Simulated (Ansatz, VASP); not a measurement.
## Cross-check of C (Diamond) between VASP and Ansatz

Wanted: the spread between two codes on one cell, functional and k mesh. The cell is taken from a series of runs on this material, whose earlier steps may have relaxed, scaled, displaced or heated it; both programs get it as it stands.

Calculated with Ansatz 0.2.0; plane waves, with VASP 6.6.1 beside it; zone-centre phonons at LDA.

### 1. Set-up

Symmetry: Fd-3m, No. 227, cubic system. The conventional cell has a = 3.549 Å, b = 3.549 Å, c = 3.549 Å, α = 90.00°, β = 90.00°, γ = 90.00°. C has 4 C at 1.54 Å nearest.

### 2. VASP: zone-centre phonons, LDA

Second derivatives magnify differences that forces hide, and they need a tight electronic threshold.

Lines of VASP's logs that name or quote its potential files are left out, and so is its time.

Input file INCAR:

```
SYSTEM = C
PREC = Accurate
ENCUT = 600
EDIFF = 1E-08
NELM = 120
ISMEAR = 0
SIGMA = 0.01
LREAL = .FALSE.
ALGO = Normal
GGA = CA
NBANDS = 10
LORBIT = 11
LWAVE = .FALSE.
LCHARG = .FALSE.
ISIF = 2
IBRION = 8
LEPSILON = .TRUE.
LASPH = .TRUE.
GGA_COMPAT = .FALSE.
EFERMI = MIDGAP
KPAR = 2
```

Input file POSCAR:

```
C
1.0
    0.0000000000      1.7746543645      1.7746543645
    1.7746543645      0.0000000000      1.7746543645
    1.7746543645      1.7746543645      0.0000000000
C
2
Direct
    0.0000000000      0.0000000000      0.0000000000
    0.2500000000      0.2500000000      0.2500000000
```

Input file KPOINTS:

```
Automatic mesh
0
Gamma
12 12 12
0 0 0
```

PAW data sets: C (LDA family, release 64).

The run is started by

```sh
$ mpirun -np 2 vasp_std
```

Numbers of over 12 decimals in the logs are rounded to 6 here.

The program printed:

```text
[banner, memory and clock lines left out]
running    2 mpi-ranks, on    1 nodes
 distrk:  each k-point on    1 cores,    2 groups
 distr:  one band on    1 cores,    1 groups

 POSCAR found type information on POSCAR C
 POSCAR found :  1 types and       2 ions
 LDA part: xc-table for (Slater(with rela. corr.)+CA(PZ))
 , standard interpolation
 POSCAR, INCAR and KPOINTS ok, starting setup
 FFT: planning ... GRIDC
 FFT: planning ... GRID_SOFT
 FFT: planning ... GRID
 WAVECAR not read
 entering main loop
       N       E                     dE             d eps       ncg     rms          rms(c)
DAV:   1     0.825210712211E+00    0.82521E+00   -0.53100E+03  1474   0.875E+02
DAV:   2    -0.206005228556E+02   -0.21426E+02   -0.20805E+02  1938   0.135E+02
DAV:   3    -0.210821026074E+02   -0.48158E+00   -0.48019E+00  1696   0.167E+01
DAV:   4    -0.210832622335E+02   -0.11596E-02   -0.11595E-02  1652   0.952E-01
DAV:   5    -0.210832637233E+02   -0.14899E-05   -0.14899E-05  1636   0.340E-02    0.577E+00
DAV:   6    -0.204657549769E+02    0.61751E+00   -0.35374E-01  1508   0.439E+00    0.334E+00
DAV:   7    -0.202504633308E+02    0.21529E+00   -0.41630E-01  1548   0.477E+00    0.726E-01
DAV:   8    -0.202502475170E+02    0.21581E-03   -0.88257E-03  1532   0.848E-01    0.262E-02
DAV:   9    -0.202502355016E+02    0.12015E-04   -0.33548E-05  1592   0.494E-02    0.192E-02
DAV:  10    -0.202502369027E+02   -0.14011E-05   -0.18069E-06  1594   0.122E-02    0.448E-03
DAV:  11    -0.202502368339E+02    0.68744E-07   -0.59787E-08  1644   0.202E-03    0.757E-04
DAV:  12    -0.202502368228E+02    0.11161E-07   -0.14187E-09   870   0.377E-04    0.144E-04
DAV:  13    -0.202502368206E+02    0.22146E-08   -0.89514E-11   754   0.101E-04
   1 F= -.20250237E+02 E0= -.20250237E+02  d E =0.000000E+00
 Linear response reoptimize wavefunctions to high precision
DAV:   1    -0.202502368201E+02    0.47913E-09   -0.35788E-12   886   0.206E-05
DAV:   2    -0.202502368201E+02   -0.82991E-11   -0.50498E-13   746   0.526E-06
 Linear response G [H, r] |phi>, progress :
  Direction:   1
       N       E                     dE             d eps       ncg     rms
RMM:   1    -0.328801623603E+02   -0.32880E+02   -0.79631E+00  3338   0.435E+01
RMM:   2    -0.323767900270E+02    0.50337E+00   -0.10062E+00  2279   0.872E+00
RMM:   3    -0.323873526935E+02   -0.10563E-01   -0.35185E-03  2399   0.538E-01
RMM:   4    -0.323874454558E+02   -0.92762E-04   -0.30250E-05  2520   0.431E-02
RMM:   5    -0.323874463693E+02   -0.91355E-06   -0.14617E-06  2497   0.446E-03
RMM:   6    -0.323874463931E+02   -0.23727E-07   -0.12565E-06  2351   0.926E-04
RMM:   7    -0.323874464024E+02   -0.93724E-08   -0.13186E-06  1893   0.586E-04
RMM:   8    -0.323874464010E+02    0.14766E-08   -0.13656E-06  1804   0.558E-04
RMM:   9    -0.323874464010E+02   -0.12101E-10   -0.13295E-06  1683   0.556E-04
RMM:  10    -0.323874464027E+02   -0.17546E-08   -0.13785E-06  1378   0.556E-04
 Linear response G [H, r] |phi>, progress :
  Direction:   2
       N       E                     dE             d eps       ncg     rms
RMM:   1    -0.358187519142E+02   -0.35819E+02   -0.55623E+01  3356   0.417E+01
RMM:   2    -0.329161422171E+02    0.29026E+01   -0.69402E-01  2281   0.748E+00
RMM:   3    -0.329209295585E+02   -0.47873E-02   -0.28862E-03  2394   0.451E-01
RMM:   4    -0.329209568597E+02   -0.27301E-04   -0.24815E-05  2547   0.380E-02
RMM:   5    -0.329209570427E+02   -0.18300E-06   -0.10402E-07  2514   0.377E-03
RMM:   6    -0.329209570435E+02   -0.82894E-09    0.14024E-07  2357   0.862E-04
RMM:   7    -0.329209570440E+02   -0.44698E-09    0.19414E-07  1921   0.581E-04
RMM:   8    -0.329209570441E+02   -0.12905E-09    0.18876E-07  1812   0.564E-04
RMM:   9    -0.329209570500E+02   -0.58910E-08    0.15344E-07  1726   0.564E-04
RMM:  10    -0.329209570531E+02   -0.30968E-08    0.16859E-07  1454   0.561E-04
 Linear response G [H, r] |phi>, progress :
  Direction:   3
       N       E                     dE             d eps       ncg     rms
RMM:   1    -0.208853423698E+02   -0.20885E+02    0.60476E+01  3191   0.405E+01
RMM:   2    -0.224109642713E+02   -0.15256E+01   -0.93266E-01  2259   0.795E+00
RMM:   3    -0.224156980331E+02   -0.47338E-02   -0.60913E-03  2412   0.507E-01
RMM:   4    -0.224156598304E+02    0.38203E-04   -0.74078E-05  2479   0.422E-02
RMM:   5    -0.224156584685E+02    0.13619E-05   -0.18351E-06  2424   0.428E-03
RMM:   6    -0.224156583778E+02    0.90651E-07   -0.31125E-07  2220   0.698E-04
RMM:   7    -0.224156583633E+02    0.14496E-07   -0.39684E-07  1723   0.351E-04
RMM:   8    -0.224156583225E+02    0.40829E-07   -0.38598E-07  1619   0.321E-04
RMM:   9    -0.224156583210E+02    0.15220E-08   -0.16125E-07  1463   0.319E-04
RMM:  10    -0.224156583216E+02   -0.61166E-09   -0.32616E-07  1163   0.319E-04
RMM:  11    -0.224156583219E+02   -0.26536E-09   -0.13434E-06   906   0.317E-04
 Linear response to external field (no local field effect), progress :
  Direction:   1
       N       E                     dE             d eps       ncg     rms          rms(c)
RMM:   1    -0.180462290118E+00   -0.18046E+00   -0.66075E-01  3164   0.227E+00
RMM:   2    -0.184796617343E+00   -0.43343E-02   -0.11202E-03  2303   0.280E-01
RMM:   3    -0.184801396381E+00   -0.47790E-05   -0.34580E-06  2309   0.120E-02
RMM:   4    -0.184801417325E+00   -0.20943E-07   -0.16003E-08  2289   0.831E-04
RMM:   5    -0.184801417410E+00   -0.85457E-10   -0.11946E-09  1735   0.679E-05
 change of polarisation eV/A/(eV/A) component  1 :     0.370     0.165     0.048
 dielectric tensor                  component  1 :     6.983     2.668     0.771
 Linear response to external field (no local field effect), progress :
  Direction:   2
       N       E                     dE             d eps       ncg     rms          rms(c)
RMM:   1    -0.177599165674E+00   -0.17760E+00   -0.63487E-01  3169   0.229E+00
RMM:   2    -0.181801661724E+00   -0.42025E-02   -0.10911E-03  2304   0.283E-01
RMM:   3    -0.181806289371E+00   -0.46276E-05   -0.36051E-06  2326   0.120E-02
RMM:   4    -0.181806312054E+00   -0.22683E-07   -0.16452E-08  2297   0.885E-04
RMM:   5    -0.181806312144E+00   -0.89874E-10   -0.42614E-10  1741   0.698E-05
 change of polarisation eV/A/(eV/A) component  2 :     0.165     0.364    -0.062
 dielectric tensor                  component  2 :     2.668     6.886    -1.003
 Linear response to external field (no local field effect), progress :
  Direction:   3
       N       E                     dE             d eps       ncg     rms          rms(c)
RMM:   1    -0.907362322948E-01   -0.90736E-01   -0.32325E-01  3114   0.170E+00
RMM:   2    -0.931380107092E-01   -0.24018E-02   -0.55196E-04  2274   0.196E-01
RMM:   3    -0.931402718697E-01   -0.22612E-05   -0.16637E-06  2321   0.879E-03
RMM:   4    -0.931402810779E-01   -0.92082E-08   -0.63721E-09  2262   0.631E-04
 change of polarisation eV/A/(eV/A) component  3 :     0.048    -0.062     0.186
 dielectric tensor                  component  3 :     0.771    -1.003     4.016
 Linear response to external field, progress :
  Direction:   1
       N       E                     dE             d eps       ncg     rms          rms(c)
RMM:   1    -0.149608844296E+00   -0.14961E+00   -0.53972E-01  7143   0.209E+00
RMM:   2    -0.153245447411E+00   -0.36366E-02   -0.91953E-04  5169   0.253E-01    0.701E-01
RMM:   3    -0.150957327370E+00    0.22881E-02   -0.75173E-04  5131   0.211E-01    0.408E-01
RMM:   4    -0.155932699134E+00   -0.49754E-02   -0.11073E-03  5157   0.259E-01    0.324E-02
RMM:   5    -0.156320685298E+00   -0.38799E-03   -0.11666E-05  5278   0.268E-02    0.285E-03
RMM:   6    -0.156334657972E+00   -0.13973E-04   -0.38211E-08  5462   0.172E-03    0.153E-03
RMM:   7    -0.156338572654E+00   -0.39147E-05   -0.67289E-09  5441   0.737E-04    0.103E-04
RMM:   8    -0.156339130396E+00   -0.55774E-06   -0.82413E-10  4393   0.724E-05    0.262E-05
RMM:   9    -0.156339011746E+00    0.11865E-06   -0.73997E-10  2386   0.313E-05    0.211E-06
 change of polarisation eV/A/(eV/A) component  1 :     0.296     0.096     0.032
 dielectric tensor                  component  1 :     5.784     1.550     0.524
 Linear response to external field, progress :
  Direction:   2
       N       E                     dE             d eps       ncg     rms          rms(c)
RMM:   1    -0.149610848639E+00   -0.14961E+00   -0.53974E-01  7155   0.209E+00
RMM:   2    -0.153245407036E+00   -0.36346E-02   -0.92181E-04  5169   0.253E-01    0.701E-01
RMM:   3    -0.150958448572E+00    0.22870E-02   -0.75391E-04  5131   0.211E-01    0.408E-01
RMM:   4    -0.155931677500E+00   -0.49732E-02   -0.11094E-03  5156   0.259E-01    0.324E-02
RMM:   5    -0.156320616610E+00   -0.38894E-03   -0.11667E-05  5283   0.268E-02    0.286E-03
RMM:   6    -0.156334743876E+00   -0.14127E-04   -0.37852E-08  5468   0.172E-03    0.153E-03
RMM:   7    -0.156338604860E+00   -0.38610E-05   -0.58592E-09  5446   0.737E-04    0.104E-04
RMM:   8    -0.156339166352E+00   -0.56149E-06   -0.11314E-10  4403   0.730E-05    0.262E-05
RMM:   9    -0.156339047934E+00    0.11842E-06   -0.94739E-12  2403   0.311E-05    0.211E-06
 change of polarisation eV/A/(eV/A) component  2 :     0.079     0.296    -0.002
 dielectric tensor                  component  2 :     1.274     5.784    -0.029
 Linear response to external field, progress :
  Direction:   3
       N       E                     dE             d eps       ncg     rms          rms(c)
RMM:   1    -0.149578004066E+00   -0.14958E+00   -0.53941E-01  7153   0.209E+00
RMM:   2    -0.153245450091E+00   -0.36674E-02   -0.92190E-04  5167   0.253E-01    0.701E-01
RMM:   3    -0.150958539011E+00    0.22869E-02   -0.75043E-04  5131   0.211E-01    0.408E-01
RMM:   4    -0.155932109900E+00   -0.49736E-02   -0.11058E-03  5152   0.259E-01    0.324E-02
RMM:   5    -0.156321203561E+00   -0.38909E-03   -0.11658E-05  5280   0.268E-02    0.285E-03
RMM:   6    -0.156335432224E+00   -0.14229E-04   -0.37210E-08  5456   0.172E-03    0.153E-03
RMM:   7    -0.156339268931E+00   -0.38367E-05   -0.58105E-09  5454   0.736E-04    0.103E-04
RMM:   8    -0.156339840389E+00   -0.57146E-06   -0.10829E-10  4380   0.718E-05    0.261E-05
RMM:   9    -0.156339717372E+00    0.12302E-06   -0.52946E-12  2420   0.313E-05    0.212E-06
 change of polarisation eV/A/(eV/A) component  3 :     0.013     0.061     0.296
 dielectric tensor                  component  3 :     0.205     0.987     5.784
 Linear response DOF=           1
 Linear response progress:
  Degree of freedom:   1/  1
       N       E                     dE             d eps       ncg     rms          rms(c)
RMM:   1    -0.119514353019E+00   -0.11951E+00   -0.18976E-02 13337   0.207E+00
RMM:   2    -0.110411677916E+00    0.91027E-02   -0.39083E-03  8524   0.397E-01    0.185E-01
RMM:   3    -0.110436961900E+00   -0.25284E-04   -0.36002E-04  8449   0.109E-01    0.101E-01
RMM:   4    -0.111207873484E+00   -0.77091E-03   -0.32731E-04  8356   0.113E-01    0.132E-02
RMM:   5    -0.111156053186E+00    0.51820E-04   -0.21045E-05  9066   0.134E-02    0.978E-04
RMM:   6    -0.111153795031E+00    0.22582E-05   -0.22773E-06  9081   0.802E-04    0.428E-04
RMM:   7    -0.111151143389E+00    0.26516E-05   -0.84957E-07  9308   0.355E-04    0.638E-05
RMM:   8    -0.111151026006E+00    0.11738E-06   -0.15191E-08  9350   0.653E-05    0.977E-06
RMM:   9    -0.111150904285E+00    0.12172E-06    0.18506E-08  9688   0.402E-05    0.143E-06
RMM:  10    -0.111150905363E+00   -0.10776E-08   -0.11461E-08  7788   0.291E-05    0.147E-07
 first order change of Fermi-energy  -0.51624E+01
 force on displaced ion       1 direction 1 : -37.719  -0.000  -0.000
 Born effective charge ion    1 direction 1 :   0.000   0.000   0.000
 Born effective charges drift removed
 Linear response finished
```

From OUTCAR (step 2):

```text
ion  position               nearest neighbor table
   1  0.000  0.000  0.000-   2 1.54   2 1.54   2 1.54   2 1.54
   2  0.250  0.250  0.250-   1 1.54   1 1.54   1 1.54   1 1.54

  LATTYP: Found a face centered cubic cell.
 ALAT       =     3.5493087290

 Subroutine GETGRP returns: Found 48 space group operations
 (whereof 24 operations were pure point group operations)

The static configuration has the point symmetry T_d .
 The point group associated with its full space group is O_h .

 Found     72 irreducible k-points:

   k-points           NKPTS =     72   k-points in BZ     NKDIM =     72   number of bands    NBANDS=     10

   dimension x,y,z NGX =    20 NGY =   20 NGZ =   20
   dimension x,y,z NGXF=    40 NGYF=   40 NGZF=   40

   ENCUT  =  600.0 eV  44.10 Ry    6.64 a.u.   5.01  5.01  5.01*2*pi/ulx,y,z

   NELECT =       8.0000    total number of electrons

 k-points in reciprocal lattice and weights: Automatic mesh
   0.00000000  0.00000000  0.00000000       0.001
   0.08333333  0.00000000  0.00000000       0.005
   0.16666667  0.00000000  0.00000000       0.005
   0.25000000  0.00000000  0.00000000       0.005
   0.33333333  0.00000000  0.00000000       0.005
   0.41666667  0.00000000  0.00000000       0.005
   0.50000000  0.00000000  0.00000000       0.002
   0.08333333  0.08333333  0.00000000       0.003
   0.16666667  0.08333333  0.00000000       0.014
[...]
-0.33333333  0.50000000  0.16666667       0.007
  -0.25000000  0.50000000  0.25000000       0.003

 average (electrostatic) potential at core
       1 -49.2948       2 -49.2948

  Total       -0.4178888     -0.4178888     -0.4178888      0.0000000      0.0000000     -0.0000000
  in kB      -59.8962960    -59.8962960    -59.8962960      0.0000000      0.0000000     -0.0000000
  external PRESSURE =     -59.8962960 kB  Pullay stress =       0.0000000 kB

  energy-cutoff  :      600.00
  volume of cell :       11.18
      direct lattice vectors                 reciprocal lattice vectors
     0.000000000  1.774654364  1.774654364    -0.281745003  0.281745003  0.281745003
     1.774654364  0.000000000  1.774654364     0.281745003 -0.281745003  0.281745003
     1.774654364  1.774654364  0.000000000     0.281745003  0.281745003 -0.281745003

 POSITION                                       TOTAL-FORCE (eV/Angst)
 -----------------------------------------------------------------------------------
      0.00000      0.00000      0.00000         0.000000     -0.000000      0.000000
      0.88733      0.88733      0.88733        -0.000000      0.000000     -0.000000
 -----------------------------------------------------------------------------------
    total drift:                                0.000000      0.000000      0.000000

 MACROSCOPIC STATIC DIELECTRIC TENSOR (including local field effects in DFT)
 ------------------------------------------------------
           5.783737    -0.000000     0.000000
           0.000000     5.783737     0.000000
           0.000000    -0.000000     5.783737
 ------------------------------------------------------

 PIEZOELECTRIC TENSOR (including local field effects)  for field in x, y, z        (C/m^2)
          XX          YY          ZZ          XY          YZ          ZX
  --------------------------------------------------------------------------------
  x    -0.00000    -0.00000    -0.00000     0.00000    -0.00000     0.00000
  y     0.00000     0.00000     0.00000     0.00000     0.00000    -0.00000
  z     0.00000     0.00000     0.00000    -0.00000     0.00000     0.00000

 BORN EFFECTIVE CHARGES (including local field effects) (in |e|, cummulative output)
 ---------------------------------------------------------------------------------
 ion    1
    1    -0.00000     0.00000     0.00000
    2     0.00000    -0.00000     0.00000
    3     0.00000     0.00000    -0.00000
 ion    2
    1     0.00000     0.00000     0.00000
    2     0.00000     0.00000     0.00000
    3     0.00000     0.00000     0.00000

 Eigenvectors and eigenvalues of the dynamical matrix
 ----------------------------------------------------

   1 f  =   39.179381 THz   246.171314 2PiTHz 1306.883492 cm-1   162.032829 meV
             X         Y         Z           dx          dy          dz
      0.000000  0.000000  0.000000     0.000000   -0.707107    0.000000
      0.887327  0.887327  0.887327     0.000000    0.707107    0.000000

   2 f  =   39.179381 THz   246.171314 2PiTHz 1306.883492 cm-1   162.032829 meV
             X         Y         Z           dx          dy          dz
      0.000000  0.000000  0.000000    -0.707107    0.000000    0.000000
      0.887327  0.887327  0.887327     0.707107    0.000000    0.000000

   3 f  =   39.179381 THz   246.171314 2PiTHz 1306.883492 cm-1   162.032829 meV
             X         Y         Z           dx          dy          dz
      0.000000  0.000000  0.000000     0.000000    0.000000   -0.707107
      0.887327  0.887327  0.887327     0.000000    0.000000    0.707107

   4 f  =    0.000000 THz     0.000000 2PiTHz    0.000000 cm-1     0.000000 meV
             X         Y         Z           dx          dy          dz
      0.000000  0.000000  0.000000     0.707107    0.000000    0.000000
      0.887327  0.887327  0.887327     0.707107    0.000000    0.000000

   5 f  =    0.000000 THz     0.000000 2PiTHz    0.000000 cm-1     0.000000 meV
             X         Y         Z           dx          dy          dz
      0.000000  0.000000  0.000000     0.000000    0.707107    0.000000
      0.887327  0.887327  0.887327     0.000000    0.707107    0.000000

   6 f  =    0.000000 THz     0.000000 2PiTHz    0.000000 cm-1     0.000000 meV
             X         Y         Z           dx          dy          dz
      0.000000  0.000000  0.000000     0.000000    0.000000    0.707107
      0.887327  0.887327  0.887327     0.000000    0.000000    0.707107

 MACROSCOPIC STATIC DIELECTRIC TENSOR IONIC CONTRIBUTION
 ------------------------------------------------------
           0.000000     0.000000     0.000000
           0.000000     0.000000     0.000000
           0.000000     0.000000     0.000000
 ------------------------------------------------------

 ELASTIC MODULI CONTR FROM IONIC RELAXATION (kBar)
 Direction    XX          YY          ZZ          XY          YZ          ZX
 --------------------------------------------------------------------------------
 XX          -0.0000     -0.0000     -0.0000      0.0000      0.0000      0.0000
 YY          -0.0000     -0.0000     -0.0000      0.0000      0.0000      0.0000
 ZZ          -0.0000     -0.0000     -0.0000      0.0000      0.0000      0.0000
 XY           0.0000      0.0000      0.0000    -43.3457      0.0000      0.0000
 YZ           0.0000      0.0000      0.0000      0.0000    -43.3457      0.0000
 ZX           0.0000      0.0000      0.0000      0.0000      0.0000    -43.3457
 --------------------------------------------------------------------------------

 PIEZOELECTRIC TENSOR IONIC CONTR  for field in x, y, z        (C/m^2)
          XX          YY          ZZ          XY          YZ          ZX
  --------------------------------------------------------------------------------
  x     0.00000     0.00000     0.00000     0.00000    -0.00000     0.00000
  y     0.00000     0.00000     0.00000     0.00000     0.00000    -0.00000
  z     0.00000     0.00000     0.00000    -0.00000     0.00000     0.00000
```

The gap is read on the k-mesh alone, so it is an upper bound where the band edges lie off the mesh. Energies printed during the response cycles are not total energies of the cell.

(Continued in part 2 of 2.)

[Lines on the potential files, build, host, timing and source positions are cut from VASP's logs without a mark.]

[Logs are printed without paths, hosts, clocks, repeated set-up lines and the standing remarks that a program may print on its own settings, such as how far it seeks lower states.]

[Hosts, paths, dates, database ids (printed as entryN), source tags and the programs' standing remarks are cut or masked in the printed files.]
